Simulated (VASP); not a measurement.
Set up this calculation in VASP 6.6.1, as the native input.

| Item | Value |
| --- | --- |
| Task | single point |
| Functional | PBE |
| Potentials or basis | VASP PAW PBE potentials, release 64 (Ni, C) |
| Cutoff | 520 eV |
| k mesh | 11 × 11 × 11 |
| Occupations | fermi-dirac, width 0.05 eV |
| Spin | collinear spin, ferromagnetic start |
| Starting moments | [1.0, 0.0] μB |
| Further INCAR settings | ALGO = Normal; EDIFF = 1e-07; NBANDS = 18 |

The structure of NiC lies in POSCAR:

```
NiC
1.0
    0.0000000000      2.0340500000      2.0340500000
    2.0340500000      0.0000000000      2.0340500000
    2.0340500000      2.0340500000      0.0000000000
Ni C
1 1
Direct
    0.5000000000      0.5000000000      0.5000000000
    0.0000000000      0.0000000000      0.0000000000
```

The cell was built by a generator and needn't be a form met in nature.

One way to write it, as run:

INCAR

```
  PREC = Accurate
  ENCUT = 520
  EDIFF = 1E-7
  ISMEAR = -1
  SIGMA = 0.05
  LREAL = False
  LASPH = True
  NELM = 100
  ALGO = Normal
  ISIF = 2
  LWAVE = False
  LCHARG = False
  ISPIN = 2
  MAGMOM = 1 0
  LORBIT = 11
  LMAXMIX = 4
  GGA = PE
  NBANDS = 18
```

KPOINTS

```
Automatic mesh
0
Gamma
  11 11 11
```

Potentials or basis: VASP PAW PBE potentials, release 64 (Ni, C).

Command:

```sh
$ cat potpaw_PBE.64/Ni/POTCAR potpaw_PBE.64/C/POTCAR > POTCAR
$ mpirun -np 1 vasp_std > vasp.out
```

It gave:

- Pressure: 0.4 GPa
- Band gap on the k mesh: none (metal or under the smearing width)
- Net moment: 0.00 μB per cell
- Valence electrons inside the program's atomic spheres: Ni 9.53; C 2.29

It took 63 s on 1 thread of AMD EPYC 7R43 64-Core Processor (Zen 3) (shared host), peak memory 0.13 GiB.
